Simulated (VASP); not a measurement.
```
CELL_PARAMETERS angstrom
      0.00000     1.98708     1.98708
      1.98708     0.00000     1.98708
      1.98708     1.98708     0.00000
ATOMIC_POSITIONS crystal
  Li 0.00000 0.00000 0.00000
  H  0.50000 0.50000 0.50000
```

All values below come from TPSS meta-GGA, VASP's PBE PAW potentials (set 64) (plane waves; VASP). Run with 520 eV cut-off, 11×11×11 Γ-centred mesh, Gaussian smearing of 0.050 eV, potentials Li_sv H.

Q: The job: LiH (rock salt), 2 atoms, TPSS, static run, 520 eV, 11×11×11 Γ-centred mesh. Roughly how much core time does it take on a busy server core?

A: About 60 core-seconds (one run on a shared machine, a rough figure). It had 56 irreducible k-points, 6 bands, up to 440 plane waves and 40 electronic steps.

The compound is LiH in the rock salt structure. This cell is one point of a volume scan, at 1.03 of the reference volume.
